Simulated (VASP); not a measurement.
All values below come from revTPSS meta-GGA, VASP's PBE PAW potentials (set 64) (plane waves; VASP 6.6.1).

VASP input:

POSCAR:
```
LiCl
1
    0.0000000000     2.5328559523     2.5328559523
    2.5328559523     0.0000000000     2.5328559523
    2.5328559523     2.5328559523     0.0000000000
Li Cl
1 1
Direct
  0.0000000000   0.0000000000   1.0000000000
  0.5000000000   0.5000000000   0.5000000000
```

KPOINTS_OPT:
```
k-points along high-symmetry lines
10
Line-mode
Reciprocal
  0.000000   0.000000   0.000000 ! GAMMA
  0.500000   0.000000   0.500000 ! X

  0.500000   0.000000   0.500000 ! X
  0.625000   0.250000   0.625000 ! U

  0.375000   0.375000   0.750000 ! K
  0.000000   0.000000   0.000000 ! GAMMA

  0.000000   0.000000   0.000000 ! GAMMA
  0.500000   0.500000   0.500000 ! L

  0.500000   0.500000   0.500000 ! L
  0.500000   0.250000   0.750000 ! W

  0.500000   0.250000   0.750000 ! W
  0.500000   0.000000   0.500000 ! X
```

**INCAR**
```
EDIFF = 1E-7
LORBIT = 11   ! lm-projected
METAGGA = RTPSS
NEDOS = 601   ! DOS grid
SIGMA = 0.05   ! width (eV)
ISIF = 2   ! forces and stress, cell fixed
LASPH = .True.   ! aspherical one-centre terms
LMIXTAU = .True.
ISMEAR = 0
ENCUT = 520   ! plane-wave cut-off (eV)
ALGO = All
NELM = 200
SYSTEM = LiCl
LREAL = .False.   ! projection in real space or not
LCHARG = .False.
PREC = Accurate
LWAVE = .False.
```

KPOINTS:
```
Automatic
0
Gamma
 10 10 10
```

POTCAR, in this order: Li_sv Cl (PBE.64 set). Program: vasp_std.

Output of the run:

OSZICAR:
```
       N       E                     dE             d eps       ncg     rms           ort
DAV:   1     0.125801414581E+03    0.12580E+03   -0.48720E+04   423   0.132E+05
DAV:   2     0.448330888556E+01   -0.12132E+03   -0.11614E+03   423   0.475E+02
DAV:   3    -0.461750025807E+02   -0.50658E+02   -0.50159E+02   423   0.147E+02
DAV:   4    -0.671615426153E+02   -0.20987E+02   -0.67921E+02   423   0.757E+01
DAV:   5    -0.154450522175E+02    0.51716E+02   -0.21924E+02   423   0.481E+01
```

### stdout
```
...
 POSCAR found :  2 types and       2 ions
 Reading from existing POTCAR
 Reading from existing POTCAR

 -----------------------------------------------------------------------------
|                                                                             |
|               ----> ADVICE to this user running VASP <----                  |
|                                                                             |
|     You enforced a specific xc type in the INCAR file but a different       |
|     type was found in the POTCAR file.                                      |
|     I HOPE YOU KNOW WHAT YOU ARE DOING!                                     |
|                                                                             |
 -----------------------------------------------------------------------------

 LDA part: xc-table for (None), standard interpolation
 POSCAR, INCAR and KPOINTS ok, starting setup
 WAVECAR not read
 entering main loop
       N       E                     dE             d eps       ncg     rms           ort
DAV:   1     0.125801414581E+03    0.12580E+03   -0.48720E+04   423   0.132E+05
DAV:   2     0.448330888556E+01   -0.12132E+03   -0.11614E+03   423   0.475E+02
DAV:   3    -0.461750025807E+02   -0.50658E+02   -0.50159E+02   423   0.147E+02
DAV:   4    -0.671615426153E+02   -0.20987E+02   -0.67921E+02   423   0.757E+01
DAV:   5    -0.154450522175E+02    0.51716E+02   -0.21924E+02   423   0.481E+01

 -----------------------------------------------------------------------------
|                     _     ____    _    _    _____     _                     |
|                    | |   |  _ \  | |  | |  / ____|   | |                    |
|                    | |   | |_) | | |  | | | |  __    | |                    |
|                    |_|   |  _ <  | |  | | | | |_ |   |_|                    |
|                     _    | |_) | | |__| | | |__| |    _                     |
|                    (_)   |____/   \____/   \_____|   (_)                    |
|                                                                             |
|                                                                             |
|     EDWAV: internal error, the gradient is not orthogonal 3 1 -0.018        |
|                                                                             |
|     If you are not a developer, you should not encounter this problem.      |
|     Please submit a bug report.                                             |
|                                                                             |
 -----------------------------------------------------------------------------
```

VASP stops with an error: EDWAV: internal error, the gradient is not orthogonal 3 1 -0.018 If you are not a developer, you should not encounter this problem. Please submit a bug report.

The compound is LiCl in the rock salt structure. It was relaxed first.
